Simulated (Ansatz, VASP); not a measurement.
# GaAs in two plane-wave programs, part 3 of 4

Wanted: the spread between two codes on one cell, functional and k mesh. The cell is taken from a series of runs on this material, whose earlier steps may have relaxed, scaled, displaced or heated it; both programs get it as it stands.

VASP 6.6.1 and Ansatz 0.2.0.

So far. Step 5 (VASP: single point, r2SCAN, spin-orbit coupling, pair 2): The run ends at a pressure of 8.62 GPa.

### 6. Ansatz: single point, r2SCAN, spin-orbit coupling, pair 2

Level of this step: Ansatz beside VASP: Kohn-Sham DFT, plane waves, r2SCAN, spin-orbit coupling (Ansatz).

The same cell, functional, mesh and smearing now go to Ansatz, which takes its cutoff from its data sets.

The cell is taken from a series of runs on this material, whose earlier steps may have relaxed, scaled, displaced or heated it; both programs get it as it stands.

The input, input.yaml:

```yaml
crystal:
  lattice:
    - [0.0, 2.7448170903, 2.7448170903]
    - [2.7448170903, 0.0, 2.7448170903]
    - [2.7448170903, 2.7448170903, 0.0]
  atoms:
    - { symbol: Ga, position: [0.0, 0.0, 0.0] }
    - { symbol: As, position: [0.75, 0.75, 0.75] }
kpoints:
  mp_grid: { grid: [6, 6, 6] }
hamiltonian:
  xc: r2scan
  pseudopotentials: { kind: paw_fr, azcp: { folder: soft_1 } }
scf:
  occupations: { method: gaussian, width: 0.01 }
  n_extra_bands: 16
output:
  eigenvalues: true
  eigenstates:
    kpoints:
      - [0.0, 0.0, 0.0]
      - [0.0, 0.00349481, 0.00349481]
      - [0.00349481, 0.0, 0.00349481]
      - [0.00349481, 0.00349481, 0.0]
      - [0.002471204, 0.002471204, 0.004942407]
      - [-0.002471204, 0.002471204, 0.0]
      - [0.002471204, 0.004942407, 0.002471204]
      - [-0.002471204, 0.0, 0.002471204]
      - [0.004942407, 0.002471204, 0.002471204]
      - [0.0, -0.002471204, 0.002471204]
      - [0.004035459, 0.004035459, 0.004035459]
      - [0.0, 0.0, 0.004035459]
      - [0.0, 0.004035459, 0.0]
      - [0.004035459, 0.0, 0.0]
      - [0.0, -0.00349481, -0.00349481]
      - [-0.00349481, 0.0, -0.00349481]
      - [-0.00349481, -0.00349481, 0.0]
      - [-0.002471204, -0.002471204, -0.004942407]
      - [0.002471204, -0.002471204, 0.0]
      - [-0.002471204, -0.004942407, -0.002471204]
      - [0.002471204, 0.0, -0.002471204]
      - [-0.004942407, -0.002471204, -0.002471204]
      - [0.0, 0.002471204, -0.002471204]
      - [-0.004035459, -0.004035459, -0.004035459]
      - [0.0, 0.0, -0.004035459]
      - [0.0, -0.004035459, 0.0]
      - [-0.004035459, 0.0, 0.0]
      - [0.0, 0.013105536, 0.013105536]
      - [0.013105536, 0.0, 0.013105536]
      - [0.013105536, 0.013105536, 0.0]
      - [0.009267014, 0.009267014, 0.018534027]
      - [-0.009267014, 0.009267014, 0.0]
      - [0.009267014, 0.018534027, 0.009267014]
      - [-0.009267014, 0.0, 0.009267014]
      - [0.018534027, 0.009267014, 0.009267014]
      - [0.0, -0.009267014, 0.009267014]
      - [0.01513297, 0.01513297, 0.01513297]
      - [0.0, 0.0, 0.01513297]
      - [0.0, 0.01513297, 0.0]
      - [0.01513297, 0.0, 0.0]
      - [0.0, -0.013105536, -0.013105536]
      - [-0.013105536, 0.0, -0.013105536]
      - [-0.013105536, -0.013105536, 0.0]
      - [-0.009267014, -0.009267014, -0.018534027]
      - [0.009267014, -0.009267014, 0.0]
      - [-0.009267014, -0.018534027, -0.009267014]
      - [0.009267014, 0.0, -0.009267014]
      - [-0.018534027, -0.009267014, -0.009267014]
      - [0.0, 0.009267014, -0.009267014]
      - [-0.01513297, -0.01513297, -0.01513297]
      - [0.0, 0.0, -0.01513297]
      - [0.0, -0.01513297, 0.0]
      - [-0.01513297, 0.0, 0.0]
      - [0.0, 0.5, 0.0]
      - [0.0, 0.50349481, 0.00349481]
      - [0.00349481, 0.5, 0.00349481]
      - [0.00349481, 0.50349481, 0.0]
      - [0.002471204, 0.502471204, 0.004942407]
      - [-0.002471204, 0.502471204, 0.0]
      - [0.002471204, 0.504942407, 0.002471204]
      - [-0.002471204, 0.5, 0.002471204]
      - [0.004942407, 0.502471204, 0.002471204]
      - [0.0, 0.497528796, 0.002471204]
      - [0.004035459, 0.504035459, 0.004035459]
      - [0.0, 0.5, 0.004035459]
      - [0.0, 0.504035459, 0.0]
      - [0.004035459, 0.5, 0.0]
      - [0.0, 0.49650519, -0.00349481]
      - [-0.00349481, 0.5, -0.00349481]
      - [-0.00349481, 0.49650519, 0.0]
      - [-0.002471204, 0.497528796, -0.004942407]
      - [0.002471204, 0.497528796, 0.0]
      - [-0.002471204, 0.495057593, -0.002471204]
      - [0.002471204, 0.5, -0.002471204]
      - [-0.004942407, 0.497528796, -0.002471204]
      - [0.0, 0.502471204, -0.002471204]
      - [-0.004035459, 0.495964541, -0.004035459]
      - [0.0, 0.5, -0.004035459]
      - [0.0, 0.495964541, 0.0]
      - [-0.004035459, 0.5, 0.0]
      - [0.0, 0.513105536, 0.013105536]
      - [0.013105536, 0.5, 0.013105536]
      - [0.013105536, 0.513105536, 0.0]
      - [0.009267014, 0.509267014, 0.018534027]
      - [-0.009267014, 0.509267014, 0.0]
      - [0.009267014, 0.518534027, 0.009267014]
      - [-0.009267014, 0.5, 0.009267014]
      - [0.018534027, 0.509267014, 0.009267014]
      - [0.0, 0.490732986, 0.009267014]
      - [0.01513297, 0.51513297, 0.01513297]
      - [0.0, 0.5, 0.01513297]
      - [0.0, 0.51513297, 0.0]
      - [0.01513297, 0.5, 0.0]
      - [0.0, 0.486894464, -0.013105536]
      - [-0.013105536, 0.5, -0.013105536]
      - [-0.013105536, 0.486894464, 0.0]
      - [-0.009267014, 0.490732986, -0.018534027]
      - [0.009267014, 0.490732986, 0.0]
      - [-0.009267014, 0.481465973, -0.009267014]
      - [0.009267014, 0.5, -0.009267014]
      - [-0.018534027, 0.490732986, -0.009267014]
      - [0.0, 0.509267014, -0.009267014]
      - [-0.01513297, 0.48486703, -0.01513297]
      - [0.0, 0.5, -0.01513297]
      - [0.0, 0.48486703, 0.0]
      - [-0.01513297, 0.5, 0.0]
      - [0.0, 0.0, 0.0]
      - [0.0, 0.00349481, 0.00349481]
      - [0.00349481, 0.0, 0.00349481]
      - [0.00349481, 0.00349481, 0.0]
      - [0.002471204, 0.002471204, 0.004942407]
      - [-0.002471204, 0.002471204, 0.0]
      - [0.002471204, 0.004942407, 0.002471204]
      - [-0.002471204, 0.0, 0.002471204]
      - [0.004942407, 0.002471204, 0.002471204]
      - [0.0, -0.002471204, 0.002471204]
      - [0.004035459, 0.004035459, 0.004035459]
      - [0.0, 0.0, 0.004035459]
      - [0.0, 0.004035459, 0.0]
      - [0.004035459, 0.0, 0.0]
      - [0.0, -0.00349481, -0.00349481]
      - [-0.00349481, 0.0, -0.00349481]
      - [-0.00349481, -0.00349481, 0.0]
      - [-0.002471204, -0.002471204, -0.004942407]
      - [0.002471204, -0.002471204, 0.0]
      - [-0.002471204, -0.004942407, -0.002471204]
      - [0.002471204, 0.0, -0.002471204]
      - [-0.004942407, -0.002471204, -0.002471204]
      - [0.0, 0.002471204, -0.002471204]
      - [-0.004035459, -0.004035459, -0.004035459]
      - [0.0, 0.0, -0.004035459]
      - [0.0, -0.004035459, 0.0]
      - [-0.004035459, 0.0, 0.0]
      - [0.0, 0.013105536, 0.013105536]
      - [0.013105536, 0.0, 0.013105536]
      - [0.013105536, 0.013105536, 0.0]
      - [0.009267014, 0.009267014, 0.018534027]
      - [-0.009267014, 0.009267014, 0.0]
      - [0.009267014, 0.018534027, 0.009267014]
      - [-0.009267014, 0.0, 0.009267014]
      - [0.018534027, 0.009267014, 0.009267014]
      - [0.0, -0.009267014, 0.009267014]
      - [0.01513297, 0.01513297, 0.01513297]
      - [0.0, 0.0, 0.01513297]
      - [0.0, 0.01513297, 0.0]
      - [0.01513297, 0.0, 0.0]
      - [0.0, -0.013105536, -0.013105536]
      - [-0.013105536, 0.0, -0.013105536]
      - [-0.013105536, -0.013105536, 0.0]
      - [-0.009267014, -0.009267014, -0.018534027]
      - [0.009267014, -0.009267014, 0.0]
      - [-0.009267014, -0.018534027, -0.009267014]
      - [0.009267014, 0.0, -0.009267014]
      - [-0.018534027, -0.009267014, -0.009267014]
      - [0.0, 0.009267014, -0.009267014]
      - [-0.01513297, -0.01513297, -0.01513297]
      - [0.0, 0.0, -0.01513297]
      - [0.0, -0.01513297, 0.0]
      - [-0.01513297, 0.0, 0.0]
      - [0.0, 0.436092746, 0.436092746]
      - [0.0, 0.439587556, 0.439587556]
      - [0.00349481, 0.436092746, 0.439587556]
      - [0.00349481, 0.439587556, 0.436092746]
      - [0.002471204, 0.438563949, 0.441035153]
      - [-0.002471204, 0.438563949, 0.436092746]
      - [0.002471204, 0.441035153, 0.438563949]
      - [-0.002471204, 0.436092746, 0.438563949]
      - [0.004942407, 0.438563949, 0.438563949]
      - [0.0, 0.433621542, 0.438563949]
      - [0.004035459, 0.440128204, 0.440128204]
      - [0.0, 0.436092746, 0.440128204]
      - [0.0, 0.440128204, 0.436092746]
      - [0.004035459, 0.436092746, 0.436092746]
      - [0.0, 0.432597936, 0.432597936]
      - [-0.00349481, 0.436092746, 0.432597936]
      - [-0.00349481, 0.432597936, 0.436092746]
      - [-0.002471204, 0.433621542, 0.431150339]
      - [0.002471204, 0.433621542, 0.436092746]
      - [-0.002471204, 0.431150339, 0.433621542]
      - [0.002471204, 0.436092746, 0.433621542]
      - [-0.004942407, 0.433621542, 0.433621542]
      - [0.0, 0.438563949, 0.433621542]
      - [-0.004035459, 0.432057287, 0.432057287]
      - [0.0, 0.436092746, 0.432057287]
      - [0.0, 0.432057287, 0.436092746]
      - [-0.004035459, 0.436092746, 0.436092746]
      - [0.0, 0.449198282, 0.449198282]
      - [0.013105536, 0.436092746, 0.449198282]
      - [0.013105536, 0.449198282, 0.436092746]
      - [0.009267014, 0.445359759, 0.454626773]
      - [-0.009267014, 0.445359759, 0.436092746]
      - [0.009267014, 0.454626773, 0.445359759]
      - [-0.009267014, 0.436092746, 0.445359759]
      - [0.018534027, 0.445359759, 0.445359759]
      - [0.0, 0.426825732, 0.445359759]
      - [0.01513297, 0.451225716, 0.451225716]
      - [0.0, 0.436092746, 0.451225716]
      - [0.0, 0.451225716, 0.436092746]
      - [0.01513297, 0.436092746, 0.436092746]
      - [0.0, 0.42298721, 0.42298721]
      - [-0.013105536, 0.436092746, 0.42298721]
      - [-0.013105536, 0.42298721, 0.436092746]
      - [-0.009267014, 0.426825732, 0.417558719]
      - [0.009267014, 0.426825732, 0.436092746]
      - [-0.009267014, 0.417558719, 0.426825732]
      - [0.009267014, 0.436092746, 0.426825732]
      - [-0.018534027, 0.426825732, 0.426825732]
      - [0.0, 0.445359759, 0.426825732]
      - [-0.01513297, 0.420959776, 0.420959776]
      - [0.0, 0.436092746, 0.420959776]
      - [0.0, 0.420959776, 0.436092746]
      - [-0.01513297, 0.436092746, 0.436092746]
magnetization:
  noncollinear: true
  spin_orbit: true
checkpoint:
  read: start.run
  write: ck
  compress: false
  write_wavefunctions: false
  write_every: 100000
```

Launch:

```bash
ansatz run input.yaml --threads 4 --pin off --max-ram 9216MiB --backend cpu --events-out ev --progress --plain --runs-dir out
```

Numbers of over 12 decimals in the logs are rounded to 6 here.

The program printed:

```text
[...]
Crystal: 2 atoms, lattice volume = 41.359 Å³
Basis set: ecut = 500 eV, 1067 PW (Γ), exchange–correlation on 120×120×120 points (64 copies of the dense FFT grid, shifted against one another)
Bands: 44, of which v1, the nominal top of the filled ones, is band 28 counted from 1 (27 counted from 0)
Symmetry: 24 space group operations + 24 with time reversal
[...]
k-point 0: bands = [... 24 lower, 9.0346, 9.0346, 9.0346, 9.0346, 10.6759, 10.6759, 12.8612, 12.8612, ... 12 higher]
  k-point 1: bands = [... 24 lower, 8.3664, 8.3664, 8.5795, 8.5836, 11.3587, 11.3587, 13.5539, 13.5539, ... 12 higher]
  k-point 2: bands = [... 24 lower, 7.7331, 7.7331, 7.9422, 7.9455, 10.8154, 10.8154, 13.9915, 13.9915, ... 12 higher]
  k-point 15: bands = [... 24 lower, 4.9907, 5.0972, 5.1910, 5.2295, 12.5149, 12.5488, 12.8445, 12.9164, ... 12 higher]
[key lines of the parts left out:]
SCF converged after 3 iterations
Magnetization: |M| = 0.0000 μB,  M = (+0.0000, +0.0000, +0.0000) μB
Free energy (F): -8650.175912 eV
Fermi energy:    9.772845 eV
```

### 7. Differences

What differs besides the data sets and the points named for the pairs above, as far as they apply: the data sets hold 28 valence electrons in Ansatz (on its PAW fully relativistic soft_1 files) and 18 in VASP. Total energies have different zeros and are not compared.

Both answers:

```tsv
quantity	Ansatz	VASP	difference
gap on the k mesh (eV)	1.477	1.465	+0.012
```

A gap on the mesh is an upper bound, since the band edges may lie between its points.

### 8. VASP: single point, r2SCAN, spin-orbit coupling, pair 3

A single point gives forces, pressure and levels at one fixed geometry, so differences don't come from the geometry; what else differs is listed under the comparison. The cell compared in this pair holds 42.72 Å³, against 41.36 Å³ for the pair before.

The input, INCAR:

```
SYSTEM = GaAs
PREC = Accurate
ENCUT = 440
EDIFF = 1E-06
NELM = 200
ISMEAR = 0
SIGMA = 0.01
LREAL = .FALSE.
ALGO = Normal
METAGGA = R2SCAN
LASPH = .TRUE.
LNONCOLLINEAR = .TRUE.
MAGMOM = 0 0 0 0 0 0
NBANDS = 30
GGA_COMPAT = .FALSE.
LSORBIT = .TRUE.
LORBIT = 11
LWAVE = .FALSE.
LCHARG = .FALSE.
ISIF = 2
EFERMI = MIDGAP
LMIXTAU = .TRUE.
KPAR = 2
```

The input, POSCAR:

```
GaAs
1.0
    0.0000000000      2.7746543963      2.7746543963
    2.7746543963      0.0000000000      2.7746543963
    2.7746543963      2.7746543963      0.0000000000
Ga As
1 1
Direct
    0.0000000000      0.0000000000      0.0000000000
    0.7500000000      0.7500000000      0.7500000000
```

The input, KPOINTS:

```
Automatic mesh
0
Gamma
6 6 6
0 0 0
```

The projector-augmented-wave data sets are Ga_d and As (PBE family, release 64).

Launch:

```bash
mpirun -np 2 vasp_ncl
```

The program printed:

```text
[... set-up lines as in an earlier step ...]
 entering main loop
       N       E                     dE             d eps       ncg     rms          rms(c)
DAV:   1     0.105242890448E+03    0.10524E+03   -0.78903E+03  1460   0.164E+03
DAV:   2    -0.129856412762E+02   -0.11823E+03   -0.11145E+03  1402   0.418E+02
DAV:   3    -0.285629879778E+02   -0.15577E+02   -0.15397E+02  1538   0.111E+02
DAV:   4    -0.290608561832E+02   -0.49787E+00   -0.49701E+00  1594   0.219E+01
[...]
DAV:  17    -0.270068973521E+02   -0.39375E-05   -0.68228E-07  1160   0.829E-03    0.159E-03
DAV:  18    -0.270069005916E+02   -0.32395E-05   -0.14442E-06  1276   0.122E-02    0.496E-04
DAV:  19    -0.270069005936E+02   -0.20136E-08   -0.39576E-08   864   0.251E-03
   1 F= -.27006901E+02 E0= -.27006901E+02  d E =0.000000E+00  mag=    -0.0000    -0.0000    -0.0000
```

From OUTCAR (step 8):

```text
  Total        1.4096461      1.4096461      1.4096461     -0.0000000     -0.0000000     -0.0000000
  in kB       52.8644831     52.8644831     52.8644831     -0.0000000     -0.0000000     -0.0000000
  external PRESSURE =      52.8644831 kB  Pullay stress =       0.0000000 kB

 POSITION                                       TOTAL-FORCE (eV/Angst)
 -----------------------------------------------------------------------------------
      0.00000      0.00000      0.00000        -0.000000     -0.000000     -0.000000
      4.16198      4.16198      4.16198         0.000000      0.000000      0.000000
 -----------------------------------------------------------------------------------
    total drift:                                0.000002      0.000002      0.000002

  FREE ENERGIE OF THE ION-ELECTRON SYSTEM (eV)
  ---------------------------------------------------
  free  energy   TOTEN  =       -27.0069005936 eV

  energy  without entropy=      -27.0069005936  energy(sigma->0) =      -27.00690059

 magnetization (x)
# of ion       s       p       d       tot
------------------------------------------
    1        0.000   0.000   0.000   0.000
    2       -0.000   0.000   0.000  -0.000
--------------------------------------------------
tot          0.000   0.000   0.000   0.000

 magnetization (y)
# of ion       s       p       d       tot
------------------------------------------
    1        0.000   0.000   0.000   0.000
    2        0.000   0.000   0.000   0.000
--------------------------------------------------
tot          0.000   0.000   0.000   0.000

 magnetization (z)
# of ion       s       p       d       tot
------------------------------------------
    1        0.000   0.000   0.000   0.000
    2        0.000   0.000   0.000   0.000
--------------------------------------------------
tot          0.000   0.000   0.000   0.000

[... 1 part as in an earlier step ...]

[... 2 further parts left out ...]
[key lines of the parts left out:]
E-fermi :   5.0137
```

The run ends at a pressure of 5.29 GPa.

[end of part 3 of 4]

[Lines on the potential files, build, host, timing and source positions are cut from VASP's logs without a mark.]

[Logs are printed without paths, hosts, clocks, repeated set-up lines and the standing remarks that a program may print on its own settings, such as how far it seeks lower states.]

[Hosts, paths, dates, database ids (printed as entryN), source tags and the programs' standing remarks are cut or masked in the printed files.]
